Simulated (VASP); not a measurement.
Output of a VASP run:

### OSZICAR
```
...
DAV:  11     0.170013502592E+02   -0.10099E-01   -0.40117E-02  1986   0.248E+00    0.335E-01
DAV:  12     0.170034295017E+02    0.20792E-02   -0.83445E-03  2156   0.944E-01    0.100E-01
DAV:  13     0.169990764451E+02   -0.43531E-02   -0.33874E-03  2036   0.554E-01    0.654E-02
DAV:  14     0.169960415791E+02   -0.30349E-02   -0.92204E-03  1986   0.117E+00    0.350E-02
DAV:  15     0.169955432644E+02   -0.49831E-03   -0.58740E-04  2236   0.253E-01    0.640E-02
DAV:  16     0.169952539782E+02   -0.28929E-03   -0.14508E-03  2016   0.355E-01    0.803E-02
DAV:  17     0.169952557601E+02    0.17819E-05   -0.34083E-05  2376   0.671E-02    0.578E-02
DAV:  18     0.169951764985E+02   -0.79262E-04   -0.14864E-04  2021   0.151E-01    0.232E-02
DAV:  19     0.169951805581E+02    0.40596E-05   -0.34727E-05  2066   0.742E-02    0.383E-02
DAV:  20     0.169951342043E+02   -0.46354E-04   -0.11634E-04  2006   0.122E-01    0.136E-02
DAV:  21     0.169951327374E+02   -0.14669E-05   -0.11651E-05  2086   0.418E-02    0.296E-03
DAV:  22     0.169951315937E+02   -0.11437E-05   -0.73869E-06  2051   0.299E-02    0.354E-03
DAV:  23     0.169951312691E+02   -0.32462E-06   -0.10722E-06  2191   0.142E-02    0.106E-03
DAV:  24     0.169951312935E+02    0.24428E-07   -0.45151E-07  2091   0.781E-03
   1 F= 0.16995131E+02 E0= 0.16995234E+02  d E =0.169951E+02
       N       E                     dE             d eps       ncg     rms          rms(c)
DAV:   1     0.169942593004E+02   -0.87197E-03   -0.40000E-02  1986   0.150E+00    0.128E-01
DAV:   2     0.169947908079E+02    0.53151E-03   -0.61150E-04  2381   0.233E-01    0.735E-02
DAV:   3     0.169947935469E+02    0.27390E-05   -0.46430E-04  2096   0.155E-01    0.595E-02
DAV:   4     0.169949463412E+02    0.15279E-03   -0.19914E-04  2106   0.180E-01    0.194E-02
DAV:   5     0.169947925725E+02   -0.15377E-03   -0.11938E-04  2026   0.131E-01    0.628E-03
DAV:   6     0.169947901779E+02   -0.23946E-05   -0.72806E-06  2429   0.283E-02    0.170E-03
DAV:   7     0.169947895756E+02   -0.60233E-06   -0.99748E-07  2269   0.128E-02    0.148E-03
DAV:   8     0.169947900232E+02    0.44762E-06   -0.42822E-07  2076   0.778E-03    0.173E-03
DAV:   9     0.169947895009E+02   -0.52233E-06   -0.33095E-07  2026   0.600E-03    0.475E-04
DAV:  10     0.169947896413E+02    0.14050E-06   -0.10010E-08  1043   0.122E-03    0.156E-04
DAV:  11     0.169947895948E+02   -0.46599E-07   -0.27256E-09  1018   0.474E-04
   2 F= 0.16994790E+02 E0= 0.16994909E+02  d E =-.341699E-03
       N       E                     dE             d eps       ncg     rms          rms(c)
DAV:   1     0.169943858715E+02   -0.40377E-03   -0.23341E-02  1986   0.115E+00    0.982E-02
DAV:   2     0.169946976963E+02    0.31182E-03   -0.35755E-04  2381   0.179E-01    0.564E-02
DAV:   3     0.169946997321E+02    0.20359E-05   -0.27003E-04  2091   0.118E-01    0.461E-02
DAV:   4     0.169947912623E+02    0.91530E-04   -0.11646E-04  2106   0.138E-01    0.151E-02
DAV:   5     0.169946996403E+02   -0.91622E-04   -0.70420E-05  2026   0.101E-01    0.472E-03
DAV:   6     0.169946982573E+02   -0.13829E-05   -0.43076E-06  2404   0.217E-02    0.126E-03
DAV:   7     0.169946978455E+02   -0.41181E-06   -0.59184E-07  2253   0.984E-03    0.115E-03
DAV:   8     0.169946981595E+02    0.31401E-06   -0.23799E-07  2056   0.579E-03    0.132E-03
DAV:   9     0.169946978286E+02   -0.33091E-06   -0.15591E-07  1928   0.411E-03    0.277E-04
DAV:  10     0.169946979119E+02    0.83260E-07   -0.48095E-09  1013   0.905E-04
   3 F= 0.16994698E+02 E0= 0.16994850E+02  d E =-.433382E-03
```

OUTCAR:
```
------------------------ aborting loop because EDIFF is reached ----------------------------------------
  FORCE on cell =-STRESS in cart. coord.  units (eV):
  Direction    XX          YY          ZZ          XY          YZ          ZX
  --------------------------------------------------------------------------------------
  Total       -0.4967465     -0.4967463     -0.4889364      0.0000000     -0.0000000      0.0000000
  in kB      -12.5160576    -12.5160542    -12.3192753      0.0000000     -0.0000000      0.0000000
  external PRESSURE =     -12.4504624 kB  Pullay stress =       0.0000000 kB
  volume of cell :       63.59
      direct lattice vectors                 reciprocal lattice vectors
     1.803266822 -3.123349327  0.000000000     0.277274552 -0.160084559  0.000000000
     1.803266822  3.123349327  0.000000000     0.277274552  0.160084559  0.000000000
    -0.000000000 -0.000000000  5.645042979     0.000000000  0.000000000  0.177146570
 POSITION                                       TOTAL-FORCE (eV/Angst)
 -----------------------------------------------------------------------------------
      1.80327      1.04112      1.41126         0.000000     -0.000000      0.000000
      1.80327     -1.04112      4.23378        -0.000000      0.000000      0.000000
 -----------------------------------------------------------------------------------
    total drift:                                0.000004      0.000122     -0.000010
  FREE ENERGIE OF THE ION-ELECTRON SYSTEM (eV)
  ---------------------------------------------------
  free  energy   TOTEN  =        16.9946979119 eV

  energy  without entropy=       16.9951527528  energy(sigma->0) =       16.99484953

 reached required accuracy - stopping structural energy minimisation
```
(Selected blocks of OUTCAR.)

### POSCAR
```
Tb
1
    1.8076177986    -3.1308854177     0.0000000000
    1.8076177986     3.1308854177     0.0000000000
    0.0000000000     0.0000000000     5.6179002319
Tb
2
Direct
  0.3333330000   0.6666670000   0.2500000000
  0.6666670000   0.3333330000   0.7500000000
```

Task: Write an INCAR and KPOINTS that could have produced this output.

Result: Several could match; the one computed here: the input of the run itself, MS2 meta-GGA, plane waves, VASP's PBE PAW potentials (set 64).

**INCAR**
```
! general
SYSTEM  = Tb
PREC    = Accurate
ENCUT   = 520   ! plane-wave cut-off (eV)
LREAL   = .FALSE.
LASPH   = .TRUE.   ! aspherical one-centre terms

! electronic loop
EDIFF   = 1E-7
NELM    = 100   ! most electronic steps
ALGO    = Normal
LMAXMIX = 6   ! l cut-off of mixed one-centre charges
LMIXTAU = .TRUE.

! smearing
ISMEAR  = 1   ! Methfessel-Paxton
SIGMA   = 0.1   ! width (eV)

! functional
METAGGA = MS2

! ions
IBRION  = 2
NSW     = 30   ! most ionic steps
ISIF    = 4   ! ions and shape, fixed volume
EDIFFG  = -0.01   ! ionic stop

! output
LWAVE   = .FALSE.
LCHARG  = .FALSE.
```

**KPOINTS**
```
kpoints
0
G
 12 12 7
```

POTCAR, in this order: Tb_3 (PBE.64 set). Program: vasp_std.

The 4f electrons are frozen in the core of the lanthanide potential, so 4f levels, which can set the real gap, and their magnetism are missing.

The compound is Tb in the hcp structure. This cell is one point of a volume scan, at 1.03 of the reference volume. Symmetry was kept, so distortions that lower it aren't found.
